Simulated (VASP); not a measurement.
```
CuI
1.0
    0.00000     2.98827     2.98827
    2.98827     0.00000     2.98827
    2.98827     2.98827     0.00000
Cu I
1 1
Direct
  0.00000   0.00000   0.00000
  0.25000   0.25000   0.25000
```

Method: r2SCAN meta-GGA, VASP's PBE PAW potentials (set 64) (plane waves; VASP). Settings: 480 eV cut-off, 8×8×8 Γ-centred mesh, Gaussian smearing of 0.050 eV, potentials Cu I.

Unless said otherwise, spin-orbit coupling is left out, though it shifts the bands of the heavy elements here.

Problem. Estimate the energy per atom (σ→0), band gap (on the k-mesh) with the smallest direct gap where there is one.

Solution. 
The band gap (on the k-mesh) comes out as 1.74 eV, the smallest direct gap (on the k-mesh) is 1.74 eV and the energy per atom (σ→0) is -17.895 eV/atom.

The compound is CuI in the zinc blende structure. It was relaxed first under an external pressure of 1 GPa.
